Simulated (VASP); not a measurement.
Here is the system:

```
CELL_PARAMETERS angstrom
      0.00000     4.07806     5.24450
      2.34108     0.00000     5.24450
      2.34108     4.07806     0.00000
ATOMIC_POSITIONS crystal
  Ge 0.66980 0.33020 0.66980
  Ge 0.33020 0.66980 0.33020
  Ge 0.58020 0.91980 0.58020
  Ge 0.91980 0.58020 0.91980
  Pt 0.00000 0.00000 0.00000
  Pt 0.25000 0.25000 0.25000
```

These are PBEsol GGA, VASP's PBE PAW potentials (set 64) (plane waves; VASP) values and carry that method's errors. Run with 400 eV cut-off, Gaussian smearing of 0.050 eV, potentials Ge_d Pt.

### Question
Give the energies of bands 31 to 44 at the high-symmetry points, in eV from the Fermi level.

### Answer

```
band      Γ      Y      T      Z     Σ0     C0      L
----  -----  -----  -----  -----  -----  -----  -----
31    -3.05  -3.98  -3.76  -3.79  -3.74  -3.51  -3.74
32    -2.98  -3.98  -3.76  -3.79  -3.36  -3.51  -3.69
33    -2.92  -3.14  -3.32  -2.81  -3.36  -2.94  -3.04
34    -1.85  -3.14  -3.32  -2.81  -3.02  -2.94  -2.69
35    -1.69  -1.86  -1.76  -0.20  -1.90  -2.05  -2.15
36    -1.06  -1.86  -1.76  -0.20  -1.86  -2.05  -1.87
37    -0.09  -0.72  -0.47   0.50  -0.48  -0.40  -1.19
38     0.25  -0.72  -0.47   0.50   1.31  -0.40  -0.53
39     0.72  -0.41   1.80   0.81   1.43   1.30  -0.01
40     0.85  -0.41   1.80   0.81   2.18   1.30   1.11
41     0.91   3.91   3.71   1.60   2.94   1.76   2.54
42     1.26   3.91   3.71   1.60   2.96   1.76   3.75
43     1.37   4.11   3.95   1.89   3.88   3.73   4.75
44     1.99   4.11   3.95   1.89   3.98   3.73   5.13
```

It has no gap at this level: it comes out as a metal or semimetal.

The structure was generated: Ge2Pt was put into the C54 type (Fddd), which need not be its known phase. It was relaxed first, which changed the volume by +17 %.
